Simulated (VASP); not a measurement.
## ZnSe(110): relaxation, ionisation energy and affinity

Aim: ionisation energy and electron affinity of ZnSe(110), from a slab and a bulk run lined up through core potentials.

Method: r2SCAN; plane waves and PAW (Zn, Se), in VASP 6.6.1.

This is a report of a sequence of runs, with most program output left out.

**1. The structure**

The structure is cubic, space group F-43m (No. 216). Conventional cell: a = 5.670 Å, b = 5.670 Å, c = 5.670 Å, α = 90.00°, β = 90.00°, γ = 90.00°. Nearest to Zn lie 4 Se at 2.46 Å. Nearest to Se lie 4 Zn at 2.46 Å. Farther neighbours and most contacts between anions are not listed.

Structure file:

```cif
data_structure
_symmetry_space_group_name_H-M 'P 1'
_symmetry_Int_Tables_number 1
_cell_length_a 4.0093
_cell_length_b 4.0093
_cell_length_c 4.0093
_cell_angle_alpha 60.000
_cell_angle_beta 60.000
_cell_angle_gamma 60.000
_cell_volume 45.57
loop_
_atom_site_label
_atom_site_type_symbol
_atom_site_fract_x
_atom_site_fract_y
_atom_site_fract_z
_atom_site_occupancy
Zn1 Zn 0.00000 0.00000 0.00000 1
Se2 Se 0.25000 0.25000 0.25000 1
```

**2. Relaxing the bulk crystal**

First cell and atoms are relaxed at a raised cutoff, so that later runs start from this functional's own cell.

Input file INCAR:

```
SYSTEM = ZnSe
PREC = Accurate
ENCUT = 360
EDIFF = 1E-06
NELM = 120
ISMEAR = 0
SIGMA = 0.03
LREAL = .FALSE.
ALGO = Normal
METAGGA = R2SCAN
LASPH = .TRUE.
NBANDS = 15
LORBIT = 11
LWAVE = .FALSE.
LCHARG = .FALSE.
KPAR = 4
IBRION = 2
NSW = 40
ISIF = 3
EDIFFG = -0.02
POTIM = 0.4
```

Input file POSCAR:

```
ZnSe
1.0
    0.0000000000      2.8350000000      2.8350000000
    2.8350000000      0.0000000000      2.8350000000
    2.8350000000      2.8350000000      0.0000000000
Zn Se
1 1
Direct
    0.0000000000      0.0000000000      0.0000000000
    0.2500000000      0.2500000000      0.2500000000
```

Input file KPOINTS:

```
Automatic mesh
0
Gamma
6 6 6
0 0 0
```

PAW data sets: Zn and Se (PBE family, release 64).

Run with:

```bash
$ mpirun -np 4 vasp_std
```

Run time: 31 s. Hardware: 4 MPI ranks of Intel Xeon Platinum 8488C (Sapphire Rapids), shared host; peak memory 0.57 GiB; 2 min of CPU time.

The PAW data sets were made with PBE, which is usual practice but a small mismatch for other functionals. The run keeps the 24 symmetry operations of its start, so it cannot find a distortion of lower symmetry.

The steps of the relaxation:

```csv
step,energy less that of the first step (eV),largest force (eV/Å),pressure (GPa),volume (Å³)
1,0.0000,0.0000,-0.41,45.57
2,-0.0005,0.0000,0.03,45.26
```

```csv
"conventional cell, symmetrised",before,after,change
a (Å),5.670,5.657,-0.2 %
b (Å),5.670,5.657,-0.2 %
c (Å),5.670,5.657,-0.2 %
volume (Å³/atom),22.79,22.63,-0.7 %
```

Final coordinates:

```cif
data_structure
_symmetry_space_group_name_H-M 'P 1'
_symmetry_Int_Tables_number 1
_cell_length_a 4.0002
_cell_length_b 4.0002
_cell_length_c 4.0002
_cell_angle_alpha 60.000
_cell_angle_beta 60.000
_cell_angle_gamma 60.000
_cell_volume 45.26
loop_
_atom_site_label
_atom_site_type_symbol
_atom_site_fract_x
_atom_site_fract_y
_atom_site_fract_z
_atom_site_occupancy
Zn1 Zn 0.00000 0.00000 0.00000 1
Se2 Se 0.25000 0.25000 0.25000 1
```

Numbers from this step:

```
electronic cycles   : 24
electrons           : 18
free energy (TOTEN) : -24.89 eV
Fermi energy        : 1.479 eV
```

The run ended after 2 ionic steps, 0.000 eV below its first step, once forces and stress met EDIFFG = -0.02.

**3. Band edges of the bulk**

A static bulk run at the slab's cutoff gives the band edges and the core potentials that tie them to the slab.

Input file INCAR:

```
SYSTEM = ZnSe
PREC = Normal
ENCUT = 320
EDIFF = 1E-06
NELM = 120
ISMEAR = 0
SIGMA = 0.03
LREAL = .FALSE.
ALGO = Normal
METAGGA = R2SCAN
LASPH = .TRUE.
NBANDS = 15
LORBIT = 11
LWAVE = .FALSE.
LCHARG = .FALSE.
KPAR = 4
```

Input file POSCAR:

```
ZnSe
1.0
    0.0000000000      2.8286002531      2.8286002531
    2.8286002531      0.0000000000      2.8286002531
    2.8286002531      2.8286002531      0.0000000000
Zn Se
1 1
Direct
    0.0000000000      0.0000000000      0.0000000000
    0.2500000000      0.2500000000      0.2500000000
```

Input file KPOINTS:

```
Automatic mesh
0
Gamma
13 13 13
0 0 0
```

Run with:

```bash
$ mpirun -np 4 vasp_std
```

It took 14 s on 4 MPI ranks; peak memory 0.54 GiB.

The gap is read on the k-mesh alone, so it is an upper bound where the band edges lie off the mesh.

This step gave:

```yaml
electronic_cycles: 14
free_energy_toten: -24.90 eV
fermi_energy: 1.562 eV
metallic: no
gap_on_the_k_mesh: 1.884 eV
least_direct_gap_on_the_k_mesh: 1.884 eV
```

**4. Relaxing the slab**

System of this step: ZnSe(110). The cell holds 18 atoms: 9 Zn and 9 Se. Its edges and angles: a = 4.000 Å, b = 5.657 Å, c = 32.001 Å, α = 90.0°, β = 90.0°, γ = 90.0°. It derives from ZnSe. 9 layers, cut at this functional's lattice. Vacuum lies along c.

All atoms relax at the fixed cell.

Input file INCAR:

```
SYSTEM = ZnSe
PREC = Normal
ENCUT = 320
EDIFF = 1E-05
NELM = 120
ISMEAR = 0
SIGMA = 0.03
LREAL = Auto
ALGO = Normal
METAGGA = R2SCAN
LASPH = .TRUE.
NBANDS = 100
LORBIT = 11
LWAVE = .FALSE.
LCHARG = .FALSE.
KPAR = 2
NCORE = 2
IBRION = 2
NSW = 60
ISIF = 2
EDIFFG = -0.03
POTIM = 0.4
MAXMIX = 40
IDIPOL = 3
LDIPOL = .TRUE.
DIPOL = 0.5 0.5 0.5
```

Input file POSCAR:

```
ZnSe
1.0
    4.0002448405      0.0000000000      0.0000000000
    0.0000000000      5.6572005062      0.0000000000
    0.0000000000      0.0000000000     32.0009793619
Zn Se
9 9
Direct
    0.0000000000      0.0000000000      0.2499923500
    0.5000000000      0.5000000000      0.3124942600
    0.0000000000      0.0000000000      0.3749961700
    0.5000000000      0.5000000000      0.4374980900
    0.0000000000      0.0000000000      0.5000000000
    0.5000000000      0.5000000000      0.5625019100
    0.0000000000      0.0000000000      0.6250038300
    0.5000000000      0.5000000000      0.6875057400
    0.0000000000      0.0000000000      0.7500076500
    0.0000000000      0.7500000000      0.3124942600
    0.5000000000      0.2500000000      0.2499923500
    0.0000000000      0.7500000000      0.4374980900
    0.5000000000      0.2500000000      0.3749961700
    0.0000000000      0.7500000000      0.5625019100
    0.5000000000      0.2500000000      0.5000000000
    0.0000000000      0.7500000000      0.6875057400
    0.5000000000      0.2500000000      0.6250038300
    0.5000000000      0.2500000000      0.7500076500
```

Input file KPOINTS:

```
Automatic mesh
0
Gamma
6 4 1
0 0 0
```

Run with:

```bash
$ mpirun -np 4 vasp_std
```

Run time: 40 min. Hardware: 4 MPI ranks; peak memory 1.2 GiB.

The steps of the relaxation (22 of 27):

```csv
step,energy less that of the first step (eV),largest force (eV/Å)
1,0.0000,1.5988
2,-0.2649,1.1269
3,-0.5798,0.6355
5,-0.7926,0.6056
6,-0.9748,0.2753
7,-0.9797,0.2366
8,-1.0059,0.1211
10,-1.0192,0.2116
11,-1.0211,0.2270
12,-1.0285,0.1098
13,-1.0286,0.1145
15,-1.0337,0.0539
16,-1.0348,0.0577
17,-1.0350,0.0641
18,-1.0351,0.0772
20,-1.0359,0.0798
21,-1.0386,0.0906
22,-1.0385,0.1546
23,-1.0398,0.1023
25,-1.0404,0.1139
26,-1.0412,0.1012
27,-1.0416,0.0942
```

The atoms that moved most (Å):

```csv
atom,dx,dy,dz,length
Zn9,0.000,0.322,-0.444,0.549
Zn1,0.000,0.322,0.444,0.549
Se11,0.000,0.031,-0.222,0.224
Se18,0.000,0.031,0.222,0.224
Zn8,0.000,-0.096,0.158,0.185
Zn2,0.000,-0.096,-0.158,0.185
Se10,0.000,-0.085,-0.010,0.086
Se16,0.000,-0.085,0.010,0.086
```

Final coordinates:

```
Zn Se
1.0
     4.00024    0.00000    0.00000
     0.00000    5.65720    0.00000
     0.00000    0.00000   32.00098
Zn Se
9 9
Direct
  0.00000 0.05691 0.26388
  0.50000 0.48309 0.30755
  0.00000 0.98705 0.37475
  0.50000 0.49520 0.43608
  0.00000 0.99844 0.50000
  0.50000 0.49520 0.56392
  0.00000 0.98705 0.62525
  0.50000 0.48309 0.69245
  0.00000 0.05691 0.73612
  0.00000 0.73495 0.31219
  0.50000 0.25550 0.24305
  0.00000 0.74506 0.43751
  0.50000 0.24327 0.37300
  0.00000 0.74506 0.56249
  0.50000 0.24949 0.50000
  0.00000 0.73495 0.68781
  0.50000 0.24327 0.62700
  0.50000 0.25550 0.75695
```

The stop cut the electronic loop of the last step short, so that step is set aside; the step before it may be unsound too where the loop had begun to diverge.

The run met its time limit with a largest force of 0.09 eV/Å at its last finished step, short of the threshold. The session accepts it under a looser, picked bar, without proof that a minimum is near.

**5. Vacuum level and density of states**

A static run writes the electrostatic potential without exchange and correlation (LVHAR), which is flat in the vacuum and gives the level to count from. The dipole correction cancels the field that unlike faces would set up across the vacuum.

Input file INCAR:

```
SYSTEM = ZnSe
PREC = Normal
ENCUT = 320
EDIFF = 1E-06
NELM = 120
ISMEAR = 0
SIGMA = 0.03
LREAL = Auto
ALGO = Normal
METAGGA = R2SCAN
LASPH = .TRUE.
NBANDS = 100
LORBIT = 11
LWAVE = .FALSE.
LCHARG = .TRUE.
KPAR = 2
IDIPOL = 3
LDIPOL = .TRUE.
DIPOL = 0.5 0.5 0.5
LVHAR = .TRUE.
LVACPOTAV = .TRUE.
NEDOS = 1500
```

Input file POSCAR:

```
ZnSe
1.0
    4.0002448405      0.0000000000      0.0000000000
    0.0000000000      5.6572005062      0.0000000000
    0.0000000000      0.0000000000     32.0009793619
Zn Se
9 9
Direct
    0.0000000000      0.0569121951      0.2638752411
    0.5000000000      0.4830901984      0.3075503946
    0.0000000000      0.9870534784      0.3747509718
    0.5000000000      0.4951991371      0.4360848933
    0.0000000000      0.9984389067      0.5000000000
    0.5000000000      0.4951991371      0.5639151067
    0.0000000000      0.9870534784      0.6252490282
    0.5000000000      0.4830901984      0.6924496054
    0.0000000000      0.0569121951      0.7361247589
    0.0000000000      0.7349467582      0.3121852765
    0.5000000000      0.2554984399      0.2430503110
    0.0000000000      0.7450626747      0.4375119676
    0.5000000000      0.2432737739      0.3729987512
    0.0000000000      0.7450626747      0.5624880324
    0.5000000000      0.2494877821      0.5000000000
    0.0000000000      0.7349467582      0.6878147235
    0.5000000000      0.2432737739      0.6270012488
    0.5000000000      0.2554984399      0.7569496890
```

KPOINTS is that of step 4.

Input file KPOINTS_OPT:

```
Line mode
14
Line-mode
Reciprocal
  0.00000000   0.00000000   0.00000000 GAMMA
  0.50000000   0.00000000   0.00000000 X

  0.50000000   0.00000000   0.00000000 X
  0.50000000   0.50000000   0.00000000 S

  0.50000000   0.50000000   0.00000000 S
  0.00000000   0.50000000   0.00000000 Y

  0.00000000   0.50000000   0.00000000 Y
  0.00000000   0.00000000   0.00000000 GAMMA

  0.00000000   0.00000000   0.00000000 GAMMA
  0.50000000   0.50000000   0.00000000 S
```

Run with:

```bash
$ mpirun -np 4 vasp_std
```

Elapsed: 15 min, on 4 MPI ranks; peak memory 1.5 GiB; 58 min of CPU time.

Numbers from this step:

| Item | Value |
| --- | --- |
| electronic cycles | 30 |
| electrons | 162 |
| free energy (TOTEN) | -222.8640 eV |
| Fermi energy | -1.704 eV |
| least gap on mesh and path | 2.099 eV |
| least direct gap on mesh and path | 2.099 eV |
| dipole moment | 0, 0, 0 e·Å |
| vacuum levels | 4.078, 4.078 eV |
| ionisation potentials of the upper and lower face | 5.922, 5.922 eV |
| electron affinities of the upper and lower face | 3.823, 3.823 eV |

The electronic bands at the labelled points (eV, zero at the valence-band top; v1 is the highest filled band, c1 the lowest empty one):

```csv
point,v4,v3,v2,v1,c1,c2,c3,c4
Γ,-0.23,-0.14,-0.06,0.00,2.10,2.72,3.36,3.40
0.46 of the way,-0.88,-0.87,-0.70,-0.39,3.51,3.78,3.84,4.02
X,-1.48,-1.17,-1.06,-0.90,2.96,3.08,3.61,3.90
0.54 of the way,-1.19,-1.16,-0.95,-0.84,3.47,3.55,3.87,3.95
S,-1.07,-1.01,-0.78,-0.76,3.10,3.32,3.54,4.18
0.46 of the way,-0.92,-0.88,-0.72,-0.70,3.88,3.95,4.15,4.39
Y,-0.79,-0.77,-0.69,-0.69,3.14,3.18,3.45,3.46
0.46 of the way,-0.44,-0.44,-0.41,-0.40,3.21,3.24,3.33,3.40
Γ,-0.23,-0.14,-0.06,0.00,2.10,2.72,3.36,3.40
0.46 of the way,-0.81,-0.77,-0.47,-0.47,3.42,3.92,3.94,4.03
S,-1.07,-1.01,-0.78,-0.76,3.10,3.32,3.54,4.18
```

Of the projections kept (Zn, Se), the largest for each band there; the rest of the weight can lie on other orbitals:

```csv
point,v4,v3,v2,v1,c1,c2,c3,c4
Γ,Se 0.75,Se 0.77,Se 0.77,Se 0.78,Zn 0.50,Se 0.55,Zn 0.50,Zn 0.60
X,Se 0.79,Se 0.74,Se 0.81,Se 0.80,Zn 0.68,Zn 0.68,Zn 0.62,Zn 0.66
S,Se 0.75,Se 0.76,Se 0.78,Se 0.81,Zn 0.68,Zn 0.60,Zn 0.64,Zn 0.54
Y,Se 0.72,Se 0.73,Se 0.78,Se 0.78,Zn 0.66,Zn 0.63,Zn 0.59,Zn 0.65
Γ,Se 0.75,Se 0.77,Se 0.77,Se 0.78,Zn 0.50,Se 0.55,Zn 0.50,Zn 0.60
S,Se 0.75,Se 0.76,Se 0.78,Se 0.81,Zn 0.68,Zn 0.60,Zn 0.64,Zn 0.54
```

The planar average of the electrostatic potential oscillates, so the rows of the table below give means over windows of 2.06 Å about each position, cut where the curve ends. Its maxima inside the range that stand out by 2 % of the span (Å: eV): 8.8: 0.617, 11.0: 1.73, 12.9: 1.61, 15.0: 1.68, 17.0: 1.68, 19.1: 1.61, 21.0: 1.73, 23.2: 0.617. Its minima: 8.0: -2.87, 9.8: -3.86, 12.0: -3.51, 13.9: -3.56, 16.0: -3.53, 18.1: -3.56, 20.0: -3.51, 22.2: -3.86, 24.0: -2.87.

Zero at the Fermi level. Table of planar average of the electrostatic potential by height; means over each step:

```csv
height (Å),planar average of the electrostatic potential (eV)
1.03,5.79
3.09,5.79
5.15,5.76
7.21,1.26
9.27,-1.76
11.33,-1.49
13.39,-1.40
15.45,-1.44
17.51,-1.45
19.57,-1.37
21.63,-1.63
23.69,-1.10
25.75,4.83
27.81,5.79
29.87,5.79
```

Density of states in the PAW spheres, an atom over height of the layer and energy from the Fermi level.

Ten even steps from '0' (0.00 states/eV) to '9' (1.34 states/eV), each cell a mean:
```
000000000000000
000000000000000
000000000000000
000000000000000
310331222133013
711341121143117
922562343265229
712542434245217
822442333244228
522562444265225
412562434265214
311452343254113
211442333244112
211431222134112
111221222122111
111110000011111
010100000001010
121211111112121
231201000102132
132212111212231
123333222333321
124345555543421
```
Columns: height of the layer (Å) from 7.8 to 24.2 (not evenly spaced); rows upwards: energy from the Fermi level (eV) from -4.9 to 0.5.

Force by atom:

```csv
atom,x (eV/Å),y (eV/Å),z (eV/Å),size
Zn1,0.0000,-0.0053,0.0166,0.0174
Zn2,0.0000,-0.0321,-0.0145,0.0352
Zn3,0.0000,0.0501,0.0428,0.0659
Zn4,0.0000,0.0062,-0.0228,0.0236
Zn5,0.0000,0.0948,0.0000,0.0948
Zn6,0.0000,0.0062,0.0228,0.0236
Zn7,0.0000,0.0501,-0.0428,0.0659
Zn8,0.0000,-0.0321,0.0145,0.0352
Zn9,0.0000,-0.0053,-0.0166,0.0174
Se10,0.0000,0.0152,-0.0190,0.0243
Se11,0.0000,-0.0409,0.0481,0.0631
Se12,0.0000,-0.0121,0.0213,0.0245
Se13,0.0000,-0.0129,0.0584,0.0598
Se14,0.0000,-0.0121,-0.0213,0.0245
Se15,0.0000,-0.0312,0.0000,0.0312
Se16,0.0000,0.0152,0.0190,0.0243
Se17,0.0000,-0.0129,-0.0584,0.0598
Se18,0.0000,-0.0409,-0.0481,0.0631
```

Electrostatic potential energy in the cb plane at fractional x = 0.000, with atoms of Zn and Se within 0.2 Å of it. With pseudopotentials it is smooth inside the atoms' cores, unlike the true potential.

Ten even steps from '0' (-39 eV) to '9' (4 eV), each cell a mean:
```
99999999999999999999866667888876776688888767
99999999999999999999987777534776666774237766
99999999999999999999999884000378778730003787
99999999999999999999999982030178998710401799
99999999999999999999999983010289999830002899
99999999999999999999999996212689999973137899
99999999999999999999999998777899999998789999
99999999999999999999999999999999999999999999
99999999999999999999999999999999999999999999
99999999999999999999999999999999999999999999
99999999999999999999998889999999999999999999
99999999999999999999987678999999889999999998
99999999999999999999866667899988777899999876
99999999999999999999767766899986666799999766
99999999999999999999767766899876776689998767
```
Columns run along c (16.0 Å, from fractional 0.00 to 0.50 of the cell; values clipped at the 3rd and 97th percentile), rows up along b (5.7 Å). Atoms in or near the plane, at fractional coordinates: Zn at (0.26, 0.06), Zn at (0.37, 0.99), Zn at (0.50, 0.00), Se at (0.31, 0.73), Se at (0.44, 0.75).

Valence density in the cb plane at fractional x = 0.000, with atoms of Zn and Se within 0.2 Å of it. It is the smooth field of the valence electrons, not physical close to the nuclei.

Ten steps, logarithmic in the rise over the least value, from '0' (0 e/Å³) to '9' (16 e/Å³), each cell a mean:
```
11111111111111111111235653332236997323332369
11111111111111111111122333443334664334443345
11111111111111111111111234434432332344344322
11111111111111111111111234303432222343034322
11111111111111111111111223323432112233333321
11111111111111111111111123444321111233433211
11111111111111111111111122333221111123332211
11111111111111111111111111222111111112221111
11111111111111111111111111111111111111111111
11111111111111111111111111111111111111111111
11111111111111111111112211111111111111111111
11111111111111111111223322111111221111111122
11111111111111111111246763211122332211111223
11111111111111111111259984211124775211112257
11111111111111111111258984222237997322222379
```
Columns run along c (16.0 Å, from fractional 0.00 to 0.50 of the cell), rows up along b (5.7 Å). Atoms in or near the plane, at fractional coordinates: Zn at (0.26, 0.06), Zn at (0.37, 0.99), Zn at (0.50, 0.00), Se at (0.31, 0.73), Se at (0.44, 0.75).

The map of layer states is cut here 0.5 eV above the Fermi level, so it leaves out the states above that, and it starts at -5 eV, leaving out a taller peak below that would set the scale.

The vacuum level lies 5.92 eV above the highest filled level at the upper face; both faces agree, as the slab has next to no dipole.

The program found no field-free point at its default tolerance, but its printed level agrees with the flat part of the planar average.

**6. Lining up bulk and slab**

This step: band edges against the vacuum, r2SCAN; plane waves and PAW (VASP 6.6.1).

No new run; the numbers come from the runs before.

Numbers from this step:

- ionisation energy: 5.924 eV
- offset spread: 0.04980 eV
- bulk gap: 1.884 eV
- slab gap: 2.099 eV
- electron affinity: 4.040 eV
- buckling: 0.6664 Å
- tilt: 30.68 degree
- surface energy, relaxed: 0.4265 J/m²

The averaged core potentials of the four middle atoms lie -3.197 eV from those of the bulk run. The bulk valence top (1.351 eV), moved by that offset, is taken from the upper vacuum level (4.078 eV).

**7. Outcome**

```yaml
ionisation_energy: 5.92 eV
electron_affinity: 4.04 eV
buckling: 0.666 Å
surface_energy_relaxed: 0.426 J/m²
```

**Reading.** The bulk valence-band top lies 5.92 eV below the vacuum of ZnSe(110), and the conduction-band bottom 4.04 eV. The top layer buckles by 0.67 Å, a tilt of 31°, with Se outermost, as the anion takes the dangling-bond electrons and the cation flattens towards sp². The surface costs 0.43 J/m². The slab's least gap is 2.10 eV, against 1.88 eV in the bulk. Confinement widens it, surface states can narrow it, and the two gaps need not lie at the same wave vector; the faces' own affinities count to the slab's lowest empty state. The offsets of the four middle atoms spread by 0.05 eV; a shift common to all four would not show in it. One thickness was run. Semilocal band edges put the valence top too high and the gap too small. Spin-orbit coupling, left out here, would raise the valence top further. A relaxation stopped short of its threshold, at a residual force of 0.09 eV/Å, so the energy of that state, where it is used, is an upper bound.

[Lines on the potential files, build, host, timing and source positions are cut from VASP's logs without a mark.]

[Logs are printed without paths, hosts, clocks, repeated set-up lines and the standing remarks that a program may print on its own settings, such as how far it seeks lower states.]

[Hosts, paths, dates, database ids (printed as entryN), source tags and the programs' standing remarks are cut or masked in the printed files.]

[Runs that stopped without an error message from VASP are left out.]
